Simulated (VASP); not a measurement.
An input for Quantum ESPRESSO's pw.x (written as the equivalent of a VASP run, and not itself run):

```
&CONTROL
  calculation = 'vc-relax'
  pseudo_dir = './pseudo'
  outdir = './out'
  tprnfor = .true.
  tstress = .true.
  nstep = 60
  forc_conv_thr = 0.00078
/
&SYSTEM
  ibrav = 0
  nat = 6
  ntyp = 3
  ecutwfc = 86
  occupations = 'smearing'
  smearing = 'gaussian'
  degauss = 0.003675
  input_dft = 'pz'
/
&ELECTRONS
  conv_thr = 7.3e-08
  electron_maxstep = 100
/
&IONS
/
&CELL
/
ATOMIC_SPECIES
  Te 127.600 Te.upf
  W 183.840 W.upf
  Se 78.971 Se.upf
CELL_PARAMETERS angstrom
     3.3074368   -0.0000000   -0.0000000
    -1.6537184    2.8643243   -0.0000000
     0.0000000   -0.0000000   13.3527001
ATOMIC_POSITIONS crystal
  Te   0.3333330  0.6666670  0.3844247
  W    0.0000000  0.0000000  0.2426089
  W    0.3333330  0.6666670  0.7509128
  Se   1.0000000  0.0000000  0.6274480
  Se   0.0000000  0.0000000  0.8745041
  Se   0.3333330  0.6666670  0.1200916
K_POINTS automatic
  7 7 2 0 0 0
```

Write the VASP files for the same calculation (LDA).

This is not unique; one that fits is 
File POSCAR:
```
TeW2Se3
1
    3.3074367606    -0.0000000000    -0.0000000000
   -1.6537183803     2.8643242502    -0.0000000000
    0.0000000000    -0.0000000000    13.3527000988
Te W Se
1 2 3
Direct
  0.3333330000   0.6666670000   0.3844246689
  0.0000000000   0.0000000000   0.2426088530
  0.3333330000   0.6666670000   0.7509127774
  1.0000000000   0.0000000000   0.6274479764
  0.0000000000   0.0000000000   0.8745041279
  0.3333330000   0.6666670000   0.1200915963
```

### KPOINTS
```
Automatic mesh
0
G
  7 7 2
0 0 0
```

**INCAR**
```
IBRION=2
ISIF=3   ! ions, shape and volume
SIGMA=0.05
ISMEAR=0
LREAL=.False.
SYSTEM=TeW2Se3
ENCUT=400   ! plane-wave cut-off (eV)
EDIFFG=-0.02
LWAVE=.False.
NSW=60   ! most ionic steps
LASPH=.True.
LMAXMIX=6
NELM=100
PREC=Accurate
EDIFF=1E-6
LCHARG=.False.
ALGO=Normal   ! blocked Davidson
```

POTCAR, in this order: Te W_sv Se (LDA.64 set). Program: vasp_std.

The two are equivalent in intent, not identical: the potentials are each code's own (VASP's PAW set, PseudoDojo norm-conserving files in pw.x), so ENCUT and ecutwfc are chosen apart and not converted; conv_thr bounds pw.x's estimated SCF error, while EDIFF bounds the energy change between steps; forc_conv_thr acts on force components and is met together with etot_conv_thr.

The structure comes from a computed database's TeW2Se3 entry (P3m1); how it stands against other phases isn't given here. This run relaxes it. Symmetry was kept, so distortions that lower it aren't found. The start is the result of an earlier pass.
